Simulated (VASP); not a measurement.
Crystal: TiSb2.

```xyz
6
Lattice="-3.3187 3.3187 2.8577 3.3187 -3.3187 2.8577 3.3187 3.3187 -2.8577" Properties=species:S:1:pos:R:3 pbc="T T T"
Ti    0.0000    0.0000    1.4288
Ti    0.0000    0.0000    4.2865
Sb    1.0163    4.3350    0.0000
Sb    2.3024    1.0163    0.0000
Sb    2.3024   -1.0163    2.8577
Sb    1.0163    2.3024    2.8577
```

Base run:

- Program: VASP 6.6.1
- Functional: r2SCAN
- Potentials or basis: VASP PAW PBE potentials, release 64 (Ti_sv, Sb)
- Cutoff: 520 eV
- k mesh: 8 × 8 × 8
- Occupations: methfessel-paxton, width 0.1 eV
- Spin: no spin polarisation

Its results: pressure 3.4 GPa; largest force 0.139 eV/Å.

The run is repeated on the same cell with these changes: functional from r2SCAN to PBEsol. What comes out?

Pressure 0.0 GPa; largest force 0.003 eV/Å.

Caveats: the PAW data sets were made with another functional, which shifts forces and pressure a little.
